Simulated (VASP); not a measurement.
The system is ZnCd3Se3S.

```
Zn Cd Se S
1.0
     5.11684    0.00000    0.00000
    -2.55842    4.43131    0.00000
     0.00000    0.00000    9.26650
Zn Cd Se S
1 3 3 1
Direct
  0.00000 0.00000 0.50000
  0.50000 0.00000 0.50000
  0.00000 0.50000 0.50000
  0.50000 0.50000 0.50000
  0.50000 0.00000 0.00000
  0.00000 0.50000 0.00000
  0.50000 0.50000 0.00000
  0.00000 0.00000 0.00000
```

The cell was built by a generator and needn't be a form met in nature.

| Property | Result |
| --- | --- |
| Program | VASP 6.6.1 |
| Task | relaxation of cell and atoms |
| Functional | PBE |
| Potentials or basis | VASP PAW PBE potentials, release 64 (Zn, Cd, Se, S) |
| Cutoff | 520 eV |
| k mesh | 3 × 3 × 2 |
| Occupations | gaussian, width 0.15 eV |
| Spin | no spin polarisation |

At the start: pressure 19.3 GPa; volume 26.26 Å³/atom.

Question: How do energy, volume and symmetry change on relaxing?

Answer: Over 18 steps the energy falls by 663.7 meV/atom and the volume is 22.03 Å³/atom (-16.1 %); space group P6/mmm (No. 191, to 0.05 Å).

The path:
```csv
step,energy change (eV),largest force (eV/Å),pressure (GPa),volume (Å³)
1,0.0000,0.0000,19.28,210.11
2,-1.3394,0.0000,-5.68,316.63
3,-3.3695,0.0000,-0.96,257.48
4,-3.3719,0.0000,-0.73,256.46
5,-3.3723,0.0000,-0.52,255.49
6,-3.4124,0.0000,-0.58,251.98
7,-3.4970,0.0000,-0.68,245.52
8,-3.7190,0.0000,-0.91,232.56
9,-4.3978,0.0000,-1.27,206.53
10,-0.5713,0.0000,8.62,154.03
11,-3.0952,0.0000,-0.74,185.36
12,-4.9984,0.0000,0.66,175.15
13,-5.2847,0.0000,-0.03,178.53
14,-5.2993,0.0000,0.18,176.77
15,-5.2505,0.0000,-1.74,180.59
16,-5.3067,0.0000,-0.52,177.77
17,-5.2873,0.0000,0.85,171.93
18,-5.3099,0.0000,0.06,176.24
```

Final structure:
```
CELL_PARAMETERS angstrom
5.70755 0.00000 0.00000
-2.85378 4.94289 0.00000
0.00000 0.00000 6.24703
ATOMIC_POSITIONS crystal
Zn 0.00000 0.00000 0.50000
Cd 0.50000 0.00000 0.50000
Cd 0.00000 0.50000 0.50000
Cd 0.50000 0.50000 0.50000
Se 0.50000 0.00000 0.00000
Se 0.00000 0.50000 0.00000
Se 0.50000 0.50000 0.00000
S 0.00000 0.00000 0.00000
```

Caveat: the k mesh is coarse (spacing up to 0.47 Å⁻¹), so the values aren't converged; the volume moved by over 15 % at a fixed basis, so the end points are rough.
